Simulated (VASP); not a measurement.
OSZICAR of a VASP run on SiC (zinc blende):

File OSZICAR:
```
       N       E                     dE             d eps       ncg     rms          rms(c)
DAV:   1    -0.179751708490E+02   -0.17975E+02   -0.30862E-01   480   0.485E+00    0.299E+00
DAV:   2    -0.179758831751E+02   -0.71233E-03   -0.28460E-03   648   0.542E-01    0.191E+00
DAV:   3    -0.179754303583E+02    0.45282E-03   -0.52660E-04   632   0.186E-01    0.111E+00
DAV:   4    -0.179752968916E+02    0.13347E-03   -0.87652E-05   560   0.801E-02    0.644E-01
DAV:   5    -0.179752504192E+02    0.46472E-04   -0.22567E-05   552   0.373E-02    0.371E-01
DAV:   6    -0.179752354915E+02    0.14928E-04   -0.80224E-06   584   0.212E-02    0.213E-01
DAV:   7    -0.179752306785E+02    0.48130E-05   -0.22832E-06   496   0.119E-02    0.122E-01
DAV:   8    -0.179752292330E+02    0.14455E-05   -0.58927E-07   256   0.685E-03    0.707E-02
DAV:   9    -0.179752287693E+02    0.46363E-06   -0.24153E-07   248   0.493E-03
   1 F= -.17975229E+02 E0= -.17975229E+02  d E =-.519554E-15
```

**Question.** Which electronic solver shows in the log?

**Answer.** It is blocked Davidson (ALGO = Normal, or the opening steps of other solvers). The INCAR had ALGO = Normal.

**Question.** Can the final energy be trusted as converged?

**Answer.** The calculation finished and met its thresholds. It stopped with EDIFF = 1E-6, NELM = 60 (HSEsol screened hybrid, plane waves, VASP's PBE PAW potentials (set 64)).

The compound is SiC in the zinc blende structure. This cell is one point of a volume scan, at 0.91 of the reference volume. The cell's shape comes from a PBE relaxation.
